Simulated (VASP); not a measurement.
```xyz
2
Lattice="0.0000 3.2300 3.2300 3.2300 0.0000 3.2300 3.2300 3.2300 0.0000" Properties=species:S:1:pos:R:3 pbc="T T T"
Te     3.2300     3.2300     3.2300
Pb     0.0000     0.0000     0.0000
```

Level of theory: PBE GGA, VASP's PBE PAW potentials (set 64) (plane waves; VASP 6.6.1). Settings: PREC = Single, 400 eV cut-off, 7×7×7 Γ-centred mesh, Gaussian smearing of 0.050 eV, potentials Te Pb_d.

Problem. Give the stress tensor in GPa (positive for a compressed cell).

Solution. 
```
2.09  0.00  0.00
0.00  2.09  0.00
0.00  0.00  2.09
```
The pressure is its mean diagonal, 2.09 GPa.

The compound is PbTe in the rock salt structure. The cell was not relaxed at this level. The run is one of a series of settings (PREC = Single against the base run), some of them coarse on purpose.
